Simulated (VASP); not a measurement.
# Rb2Sc6Pb (Fm-3m) in VASP: further runs

The runs below take Rb2Sc6Pb through relaxation of cell and atoms, single point, with PBE.

Program: VASP 6.6.1. These are calculated values, not measurements. Logs are shortened: lines on timing, memory, paths and dates and some standing lists are left out, and cuts for length are marked.

## (1) Starting point

It takes space group Fm-3m (No. 225, cubic). The conventional cell has a = 9.898 Å, b = 9.898 Å, c = 9.898 Å, α = 90.00°, β = 90.00°, γ = 90.00°. Rb (site symmetry -43m) has 12 Sc at 3.50 Å as nearest neighbours. Sc (site symmetry 4mm) is surrounded by 1 Pb at 2.38 Å. Pb (site symmetry m-3m) has 6 Sc at 2.38 Å as nearest neighbours.

The cell was built by a generator and needn't be a form met in nature.

## (2) Relaxation of cell and atoms, PBE

Contents of INCAR:

```
ALGO = Normal
EDIFF = 1E-6
EDIFFG = -0.01
ENCUT = 600
GGA = PE
IBRION = 2
ISIF = 3
ISMEAR = -1
LASPH = T
LCHARG = F
LREAL = F
LWAVE = F
NELM = 60
NSW = 60
PREC = Accurate
SIGMA = 0.1
```

Contents of KPOINTS:

```
k-points
0
Gamma
  6 6 6
```

Contents of POSCAR:

```
Rb2Sc6Pb
1.0
    0.0000000000      4.9491330000      4.9491330000
    4.9491330000      0.0000000000      4.9491330000
    4.9491330000      4.9491330000      0.0000000000
Rb Sc Pb
2 6 1
Direct
    0.2500000000      0.2500000000      0.2500000000
    0.7500000000      0.7500000000      0.7500000000
    0.7600000000      0.2400000000      0.2400000000
    0.2400000000      0.7600000000      0.2400000000
    0.2400000000      0.7600000000      0.7600000000
    0.7600000000      0.2400000000      0.7600000000
    0.2400000000      0.2400000000      0.7600000000
    0.7600000000      0.7600000000      0.2400000000
    0.0000000000      0.0000000000      0.0000000000
```

Potentials or basis: VASP PAW PBE potentials, release 64 (Rb_sv, Sc_sv, Pb_d).

Command:

```console
$ cat potpaw_PBE.64/Rb_sv/POTCAR potpaw_PBE.64/Sc_sv/POTCAR potpaw_PBE.64/Pb_d/POTCAR > POTCAR
$ mpirun -np 1 vasp_std > vasp.out
```

OUTCAR:

```text
EDIFF = 1E-6
   EDIFFG = -0.01
   ENCUT = 600
   GGA = PE
   IBRION = 2
   ISIF = 3
   ISMEAR = -1
   LASPH = T
   LREAL = F
   NELM = 60
   NSW = 60
   PREC = Accurate

 ion  position               nearest neighbor table
   1  0.250  0.250  0.250-   3 3.50   6 3.50   8 3.50   4 3.50   5 3.50   8 3.50   5 3.50   6 3.50
                             7 3.50   3 3.50   4 3.50   7 3.50   9 4.29   9 4.29   9 4.29   9 4.29
   2  0.750  0.750  0.750-   5 3.50   6 3.50   8 3.50   3 3.50   4 3.50   8 3.50   3 3.50   6 3.50
                             7 3.50   4 3.50   5 3.50   7 3.50   9 4.29   9 4.29   9 4.29   9 4.29
   3  0.760  0.240  0.240-   9 2.38   6 3.36   7 3.36   8 3.36   4 3.36   1 3.50   2 3.50   2 3.50
                             1 3.50
   4  0.240  0.760  0.240-   9 2.38   5 3.36   7 3.36   8 3.36   3 3.36   1 3.50   2 3.50   2 3.50
                             1 3.50
   5  0.240  0.760  0.760-   9 2.38   6 3.36   7 3.36   8 3.36   4 3.36   2 3.50   2 3.50   1 3.50
                             1 3.50
   6  0.760  0.240  0.760-   9 2.38   5 3.36   7 3.36   8 3.36   3 3.36   2 3.50   2 3.50   1 3.50
                             1 3.50
   7  0.240  0.240  0.760-   9 2.38   4 3.36   5 3.36   6 3.36   3 3.36   1 3.50   2 3.50   2 3.50
                             1 3.50
   8  0.760  0.760  0.240-   9 2.38   4 3.36   5 3.36   6 3.36   3 3.36   2 3.50   2 3.50   1 3.50
                             1 3.50
   9  0.000  0.000  0.000-   3 2.38   4 2.38   5 2.38   6 2.38   7 2.38   8 2.38   2 4.29   2 4.29
                             1 4.29   2 4.29   2 4.29   1 4.29   1 4.29   1 4.29

  LATTYP: Found a face centered cubic cell.
 ALAT       =     9.8982660000

  Lattice vectors:

 A1 = (   0.0000000000,   4.9491330000,   4.9491330000)
 A2 = (   4.9491330000,   0.0000000000,   4.9491330000)
 A3 = (   4.9491330000,   4.9491330000,   0.0000000000)

Analysis of symmetry for initial positions (statically):
=====================================================================
 Subroutine PRICEL returns:
 Original cell was already a primitive cell.

 Routine SETGRP: Setting up the symmetry group for a
 face centered cubic supercell.

 Subroutine GETGRP returns: Found 48 space group operations
 (whereof 48 operations were pure point group operations)
 out of a pool of 48 trial point group operations.

The static configuration has the point symmetry O_h .

Analysis of symmetry for dynamics (positions and initial velocities):
=====================================================================
 Subroutine PRICEL returns:
 Original cell was already a primitive cell.

 Routine SETGRP: Setting up the symmetry group for a
 face centered cubic supercell.

 Subroutine GETGRP returns: Found 48 space group operations
 (whereof 48 operations were pure point group operations)
 out of a pool of 48 trial point group operations.

The dynamic configuration has the point symmetry O_h .

 Subroutine INISYM returns: Found 48 space group operations
 (whereof 48 operations are pure point group operations),
 and found     1 'primitive' translations

----------------------------------------------------------------------------------------

                                     Primitive cell

  volume of cell :     242.4473

  direct lattice vectors                    reciprocal lattice vectors
     0.000000000  4.949133000  4.949133000    -0.101027796  0.101027796  0.101027796
     4.949133000  0.000000000  4.949133000     0.101027796 -0.101027796  0.101027796
     4.949133000  4.949133000  0.000000000     0.101027796  0.101027796 -0.101027796

  length of vectors
     6.999131011  6.999131011  6.999131011     0.174985276  0.174985276  0.174985276

  position of ions in fractional coordinates (direct lattice)
     0.250000000  0.250000000  0.250000000
     0.750000000  0.750000000  0.750000000
     0.760000000  0.240000000  0.240000000
     0.240000000  0.760000000  0.240000000
     0.240000000  0.760000000  0.760000000
     0.760000000  0.240000000  0.760000000
     0.240000000  0.240000000  0.760000000
     0.760000000  0.760000000  0.240000000
     0.000000000  0.000000000  0.000000000

  ion indices of the primitive-cell ions
   primitive index   ion index
                 1           1
                 2           2
                 3           3
                 4           4
                 5           5
                 6           6
                 7           7
                 8           8
                 9           9

----------------------------------------------------------------------------------------

 KPOINTS: k-points

Automatic generation of k-mesh.
 Grid dimensions read from file:
 generate k-points for:    6    6    6

 Generating k-lattice:

  Cartesian coordinates                     Fractional coordinates (reciprocal lattice)
    -0.016837966  0.016837966  0.016837966     0.166666667  0.000000000  0.000000000
     0.016837966 -0.016837966  0.016837966     0.000000000  0.166666667  0.000000000
     0.016837966  0.016837966 -0.016837966     0.000000000  0.000000000  0.166666667

  Length of vectors
     0.029164213  0.029164213  0.029164213

  Shift w.r.t. Gamma in fractional coordinates (k-lattice)
     0.000000000  0.000000000  0.000000000

 Subroutine IBZKPT returns following result:
 ===========================================

 Found     16 irreducible k-points:

 Following reciprocal coordinates:
            Coordinates               Weight
  0.000000  0.000000  0.000000      1.000000
  0.166667  0.000000  0.000000      8.000000
  0.333333  0.000000  0.000000      8.000000
  0.500000  0.000000  0.000000      4.000000
  0.166667  0.166667  0.000000      6.000000
  0.333333  0.166667  0.000000     24.000000
[... 8 lines left out ...]
 -0.333333  0.333333  0.166667     24.000000
 -0.333333  0.500000  0.166667     12.000000
   k-points           NKPTS =     16   k-points in BZ     NKDIM =     16   number of bands    NBANDS=     58
   number of dos      NEDOS =    301   number of ions     NIONS =      9
   total plane-waves  NPLWV = 175616
   dimension x,y,z NGX =    56 NGY =   56 NGZ =   56
   dimension x,y,z NGXF=   112 NGYF=  112 NGZF=  112
   ions per type =               2   6   1
   NGX,Y,Z   is equivalent  to a cutoff of  13.30, 13.30, 13.30 a.u.
   NGXF,Y,Z  is equivalent  to a cutoff of  26.60, 26.60, 26.60 a.u.
 SYSTEM =  unknown system
   PREC   = accura    normal or accurate (medium, high low for compatibility)
   ISTART =      0    job   : 0-new  1-cont  2-samecut
   ICHARG =      2    charge: 1-file 2-atom 10-const
   ISPIN  =      1    spin polarized calculation?
   LNONCOLLINEAR =      F non collinear calculations
   LSORBIT =      F    spin-orbit coupling
   LASPH  =      T    aspherical Exc in radial PAW
   ENCUT  =  600.0 eV  44.10 Ry    6.64 a.u.  13.98 13.98 13.98*2*pi/ulx,y,z
   NELM   =     60;   NELMIN=  2; NELMDL= -5     # of ELM steps
   EDIFF  = 0.1E-05   stopping-criterion for ELM
   LREAL  =      F    real-space projection
   EDIFFG = -.1E-01   stopping-criterion for IOM
   NSW    =     60    number of steps for IOM
   IBRION =      2    ionic relax: 0-MD 1-quasi-New 2-CG
   NFREE  =      1    steps in history (QN), initial steepest desc. (CG)
   ISIF   =      3    stress and relaxation
   ISYM   =      2    0-nonsym 1-usesym 2-fastsym
   POTIM  = 0.5000    time-step for ionic-motion
   TEBEG  =    0.0;   TEEND  =   0.0 temperature during run
   PSTRESS=    0.0 pullay stress
   NELECT =      98.0000    total number of electrons
   NUPDOWN=      -1.0000    fix difference up-down
   EMIN   =  10.00;   EMAX   =-10.00  energy-range for DOS
   EFERMI =   0.00;   METHOD = LEGACY
   ISMEAR =    -1;   SIGMA  =   0.10  broadening in eV -4-tet -1-fermi 0-gaus
   EFERMI_NEDOS =   21; number of points for ismear=-14 and -15
   IALGO  =     38    algorithm
   IMIX   =      4    mixing-type and parameters
     AMIX     =   0.40;   BMIX     =  1.00
     AMIX_MAG =   1.60;   BMIX_MAG =  1.00
  volume/ion in A,a.u.               =      26.94       181.79
  Fermi-wavevector in a.u.,A,eV,Ry     =   1.210443  2.287406 19.934884  1.465173
  Thomas-Fermi vector in A             =   2.345990
   LORBIT       =      0    0 simple, 1 ext, 2 COOP (PROOUT), +10 PAW based schemes
   GGA     = PE    functional components
   LHFCALC =     F    Hartree Fock is set to
   AEXX    =    0.0000 exact exchange contribution
   IVDW    =     0    specifies the selected vdW correction
   LEPSILON=     F    determine dielectric tensor
   LRPA    =     F    only Hartree local field effects (RPA)
 conjugate gradient relaxation of ions
 non-spin polarized calculation
  energy-cutoff  :      600.00
  volume of cell :      242.45
 maximum number of plane-waves:      8144
   NGX = 27   NGY = 27   NGZ = 27

--------------------------------------- Ionic step        1  -------------------------------------------

 number of electron      98.0000008 magnetization

 Free energy of the ion-electron system (eV)
  ---------------------------------------------------
  ext. energy  EPLUGINS =         0.00000000
  ---------------------------------------------------
  free energy    TOTEN  =       -29.33620283 eV

  energy without entropy =      -28.83614510  energy(sigma->0) =      -29.08617396

 E-fermi :   4.0731     XC(G=0):  -9.4890

 val. band max:        4.0595815923   @ k =   0.5000   0.1667   0.0000
 cond. band min:       4.0823493342   @ k =  -0.3333   0.3333   0.1667
 fundamental gap:      0.0227677419
 Fermi energy:         4.0731440393

 k-point     1 :       0.0000    0.0000    0.0000
  band No.  band energies     occupation
      1     -45.7190      2.00000
      2     -45.6929      2.00000
      3     -45.6929      2.00000
      4     -45.6929      2.00000
      5     -45.6873      2.00000
      6     -45.6873      2.00000
[... 1087 lines left out ...]
  FREE ENERGIE OF THE ION-ELECTRON SYSTEM (eV)
  ---------------------------------------------------
  free  energy   TOTEN  =       -37.0696221290 eV

  energy  without entropy=      -36.3466950783  energy(sigma->0) =      -36.70815860

[... ionic steps 4 to 10 ...]

--------------------------------------- Ionic step       11  -------------------------------------------

 number of electron      97.9999980 magnetization

------------------------ aborting loop because EDIFF is reached ----------------------------------------

  FORCE on cell =-STRESS in cart. coord.  units (eV):
  Direction    XX          YY          ZZ          XY          YZ          ZX
  --------------------------------------------------------------------------------------
  -------------------------------------------------------------------------------------
  Total        0.0371946      0.0371946      0.0371946      0.0000000      0.0000000      0.0000000
  in kB        0.1929513      0.1929513      0.1929513      0.0000000      0.0000000      0.0000000
  external PRESSURE =       0.1929513 kB  Pullay stress =       0.0000000 kB
[... 71 lines left out ...]
  energy  without entropy=      -37.4025773681  energy(sigma->0) =      -37.76604557

--------------------------------------- Ionic step       13  -------------------------------------------

 number of electron      97.9999979 magnetization

 Free energy of the ion-electron system (eV)
  ---------------------------------------------------
  ext. energy  EPLUGINS =         0.00000000
  ---------------------------------------------------
  free energy    TOTEN  =       -38.12961339 eV

  energy without entropy =      -37.40224319  energy(sigma->0) =      -37.76592829

 E-fermi :   2.5975     XC(G=0):  -8.5772

 val. band max:        2.5924473956   @ k =  -0.1667   0.1667   0.0000
 cond. band min:       2.5975275223   @ k =   0.5000   0.1667   0.0000
 fundamental gap:      0.0050801267
 Fermi energy:         2.5974563101

 k-point     1 :       0.0000    0.0000    0.0000
  band No.  band energies     occupation
      1     -47.5253      2.00000
      2     -47.5057      2.00000
      3     -47.5057      2.00000
      4     -47.5057      2.00000
      5     -47.4961      2.00000
      6     -47.4961      2.00000
[... 1001 lines left out ...]
  FREE ENERGIE OF THE ION-ELECTRON SYSTEM (eV)
  ---------------------------------------------------
  free  energy   TOTEN  =       -38.1296133942 eV

  energy  without entropy=      -37.4022431878  energy(sigma->0) =      -37.76592829

 reached required accuracy - stopping structural energy minimisation
```

Wall time 40 min (1 thread of Intel Xeon 6975P-C (Granite Rapids), shared host); peak memory 0.63 GiB.

Results:

```yaml
Free_energy: -38.1296 eV
Relaxed_volume: 34.32 Å³/atom
Relaxed_cell: a = 7.588 Å, b = 7.588 Å, c = 7.588 Å, α = 60.00°, β = 60.00°, γ = 60.00°
Space_group_after_relaxing_to_0.05_Å: Fm-3m (No. 225)
Energy_gained_by_relaxing: 977.0 meV/atom
Ionic_steps: 13
Pressure_after_relaxing: 0.0 GPa
Largest_force_after_relaxing: 0.007 eV/Å
Band_gap_on_the_k_mesh: none (metal or under the smearing width)
```

Forces on the atoms (eV/Å):
```
Rb   0.000  0.000  0.000
Rb   0.000  0.000  0.000
Sc   0.007  0.000  0.000
Sc   0.000  0.007  0.000
Sc  -0.007  0.000  0.000
Sc   0.000 -0.007  0.000
Sc   0.000  0.000  0.007
Sc   0.000  0.000 -0.007
Pb   0.000  0.000  0.000
```

The path:
```csv
step,energy change (eV),largest force (eV/Å),pressure (GPa),volume (Å³)
1,0.0000,6.5466,21.19,242.45
2,-7.0594,0.5718,-4.35,390.20
3,-7.7334,1.0144,-1.70,334.14
4,-8.1509,0.9437,-0.92,318.91
5,-8.5199,0.3103,2.77,281.34
6,-8.5557,0.5650,1.51,291.07
7,-8.5583,0.5112,1.78,288.75
8,-8.7570,0.0698,0.94,298.11
9,-8.7756,0.1004,0.72,302.30
10,-8.7917,0.0463,-0.17,310.83
11,-8.7933,0.0144,0.02,308.85
12,-8.7933,0.0118,0.03,308.71
13,-8.7934,0.0070,0.02,308.90
```

Final structure:
```yaml
crystal:
  lattice:
    - [0.00000, 5.36531, 5.36531]
    - [5.36531, 0.00000, 5.36531]
    - [5.36531, 5.36531, 0.00000]
  atoms:
    - { symbol: Rb, position: [0.25000, 0.25000, 0.25000] }
    - { symbol: Rb, position: [0.75000, 0.75000, 0.75000] }
    - { symbol: Sc, position: [0.71473, 0.28527, 0.28527] }
    - { symbol: Sc, position: [0.28527, 0.71473, 0.28527] }
    - { symbol: Sc, position: [0.28527, 0.71473, 0.71473] }
    - { symbol: Sc, position: [0.71473, 0.28527, 0.71473] }
    - { symbol: Sc, position: [0.28527, 0.28527, 0.71473] }
    - { symbol: Sc, position: [0.71473, 0.71473, 0.28527] }
    - { symbol: Pb, position: [0.00000, 0.00000, 0.00000] }
```

Caveat: the volume moved by over 15 % at a fixed basis, so the end points are rough. The run has no spin-orbit coupling, so splittings on Pb are missing.

(Part 1 of 2 ends here.)
